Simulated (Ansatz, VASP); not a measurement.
## Two plane-wave programs on KP4

Contents of INCAR:

```
SYSTEM = KP4
ALGO = Normal
EDIFF = 1E-7
ENCUT = 520
GGA = PE
ISIF = 2
ISMEAR = 0
LASPH = .True.
LCHARG = .False.
LREAL = .False.
LWAVE = .False.
NBANDS = 22
NELM = 80
PREC = Accurate
SIGMA = 0.1
```

Contents of KPOINTS:

```
k-points
0
Gamma
  6 6 6
  0 0 0
```

POSCAR

```
KP4
1.0
    1.6662545000     -5.4622914200      0.0000000000
    1.6662545000      5.4622914200      0.0000000000
    0.0000000000      0.0000000000      3.4662787200
K P
1 4
Direct
    0.5000000000      0.5000000000      0.0000000000
    0.0940261200      0.9059738800      0.5000000000
    0.9059738800      0.0940261200      0.5000000000
    0.1949989000      0.8050011000      0.0000000000
    0.8050011000      0.1949989000      0.0000000000
```

Input for Ansatz:

```yaml
crystal:
  lattice:
    - [1.6662545, -5.46229142, 0.0]
    - [1.6662545, 5.46229142, 0.0]
    - [0.0, 0.0, 3.46627872]
  atoms:
    - { symbol: K, position: [0.5, 0.5, 0.0] }
    - { symbol: P, position: [0.09402612, 0.90597388, 0.5] }
    - { symbol: P, position: [0.90597388, 0.09402612, 0.5] }
    - { symbol: P, position: [0.1949989, 0.8050011, 0.0] }
    - { symbol: P, position: [0.8050011, 0.1949989, 0.0] }
basis:
  ecutwfc: 420
kpoints:
  mp_grid: { grid: [6, 6, 6] }
hamiltonian:
  xc: pbe
scf:
  occupations: { method: gaussian, width: 0.1 }
  lower_state_search: "off"
output:
  forces: true
  stress: true
  eigenvalues: true
```

Alike in both runs: task single point; functional PBE; k mesh 6 × 6 × 6; occupations gaussian, width 0.1 eV; no spin polarisation.

```csv
,VASP,Ansatz
version,VASP 6.6.1,Ansatz 0.2.0
potentials or method,"VASP PAW PBE potentials, release 64 (K_sv, P)","scalar-relativistic, plane waves, PAW"
plane-wave cutoff (eV),520,420
valence electrons in the cell,29,29
```

Ansatz gave:

```
gap on the k mesh at the Fermi level (eV) : none
rms of the force components (eV/Å)        : 0.914
```

Question: Estimate VASP's values.

Answer: gap on the k mesh at the Fermi level (eV): none; rms of the force components (eV/Å): 0.945.

Atom by atom the forces differ by 0.031 eV/Å (rms over components). A gap of «none» marks a metal or a gap that the smearing closes.

Caveats: forces of over 1 eV/Å show positions far from the minimum, so gaps and moduli don't describe the material at rest.
